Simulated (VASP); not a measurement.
Runs of VASP 6.6.1 on WS2. It takes space group P6_3/mmc (No. 194, hexagonal). Conventional cell: a = 3.147 Å, b = 3.147 Å, c = 12.681 Å, α = 90.00°, β = 90.00°, γ = 120.00°. W (site symmetry -6m2) is surrounded by 6 S at 2.40 Å. S (site symmetry 3m) has 3 W at 2.40 Å as nearest neighbours. The cell is a database's computed one.

```csv
level,potentials or basis,k mesh,cutoff (eV),smearing,further INCAR settings,gap on the mesh (eV),pressure (GPa),largest force (eV/Å)
PBEsol,"VASP PAW PBE potentials, release 64 (W_sv, S)",12 × 12 × 2,700,gaussian 0.02 eV,ALGO = Fast; EDIFF = 1e-06,1.11,0.0,-
PBEsol,"VASP PAW PBE potentials, release 64 (W_sv, S)",15 × 15 × 4,520,gaussian 0.02 eV,ALGO = Fast; EDIFF = 1e-06,1.15,0.0,-
r2SCAN,"VASP PAW PBE potentials, release 64 (W_sv, S)",12 × 12 × 2,520,gaussian 0.02 eV,ALGO = Normal; EDIFF = 1e-06,1.26,3.1,(a)
PBEsol,"VASP PAW PBE potentials, release 64 (W_sv, S_h)",12 × 12 × 2,900,gaussian 0.02 eV,ALGO = Fast; EDIFF = 1e-06,(b),0.2,0.02
PBEsol,"VASP PAW PBE potentials, release 64 (W_sv, S)",12 × 12 × 2,520,gaussian 0.5 eV,ALGO = Fast; EDIFF = 1e-06,1.11,0.0,-
```

Alike in all rows: task single point; no spin polarisation; cell as given.

Estimate the missing entries.

(a) 0.05; (b) 1.10.

Caveats: the PAW data sets were made with another functional, which shifts forces and pressure a little; spin-orbit coupling is left out, which moves the levels of the heavy elements; this functional lacks dispersion, which binds the layers, so the pressure and a relaxed spacing across them are unreliable (some runs); an odd mesh through Γ misses points on the zone boundary, where band edges often lie (some runs).

A k mesh can miss the band edges, and the runs leave out spin-orbit coupling on W.
